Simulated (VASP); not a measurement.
Calculation: PBEsol GGA, VASP's PBE PAW potentials (set 64) (plane waves; VASP).

VASP ran on this input.

**POSCAR**
```
Zn
1
    1.3196373559    -2.2856793631     0.0000000000
    1.3196373559     2.2856793631     0.0000000000
   -0.0000000000    -0.0000000000     4.6419544654
Zn
2
Direct
  0.3333330000   0.6666670000   0.2500000000
  0.6666670000   0.3333330000   0.7500000000
```

### KPOINTS
```
Automatic mesh
0
Gamma
14 14 7
0 0 0
```

**INCAR**
```
ALGO  =  Normal
EDIFF  =  1E-6
EDIFFG  =  -0.01
ENCUT  =  400
GGA  =  PS
IBRION  =  2
ISIF  =  3
ISMEAR  =  1
LASPH  =  .True.
LCHARG  =  .False.
LMAXMIX  =  4
LREAL  =  .False.
LWAVE  =  .False.
NELM  =  100
NSW  =  60
PREC  =  Accurate
SIGMA  =  0.1
SYSTEM  =  Zn
```

POTCAR, in this order: Zn (PBE.64 set). Program: vasp_std.

**Question.** What will the output report for the number of irreducible k-points (NKPTS), number of bands (NBANDS), largest plane-wave count, number of space-group operations, FFT grid (NGX, NGY, NGZ)?

**Answer.** 
```json
{
  "number of irreducible k-points (NKPTS)": "96",
  "number of bands (NBANDS)": "16",
  "largest_plane_wave_count": "531",
  "number_of_space_group_operations": "24",
  "FFT grid (NGX, NGY, NGZ)": "18 × 18 × 30"
}
```

The compound is Zn in the hcp structure. This run relaxes it. Symmetry was kept, so distortions that lower it aren't found. The start is the result of an earlier pass.
